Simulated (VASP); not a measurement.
Given:

```xyz
5
Lattice="-2.5609 2.5609 2.5609 2.5609 -2.5609 2.5609 2.5609 2.5609 -2.5609" Properties=species:S:1:pos:R:3 pbc="T T T"
Ge     0.0000     0.0000     0.0000
F      1.5802    -1.5802     1.5802
F      0.9807     0.9807     0.9807
F     -1.5802     1.5802     1.5802
F      1.5802     1.5802    -1.5802
```

Method: LDA (Ceperley-Alder, Perdew-Zunger), VASP's LDA PAW potentials (set 64) (plane waves; VASP). Run with 520 eV cut-off, 7×7×7 Γ-centred mesh, tetrahedra with Blöchl corrections, potentials Ge_d F.

The cores are frozen, which limits the accuracy of field gradients.

Task: Give the principal components of the electric field gradient (V/Å²) and the asymmetry η at each nucleus.

Result: 
| atom | Vxx | Vyy | Vzz | η |
|---|---|---|---|---|
| Ge1 | 0.0 | 0.0 | 0.0 | - |
| F2 | -96.1 | -96.1 | 192.3 | 0.00 |
| F3 | -96.1 | -96.1 | 192.3 | 0.00 |
| F4 | -96.1 | -96.1 | 192.3 | 0.00 |
| F5 | -96.1 | -96.1 | 192.3 | 0.00 |

The structure comes from a computed database's GeF4 entry (I-43m); how it stands against other phases isn't given here. It was relaxed first, which changed the volume by -10 %.
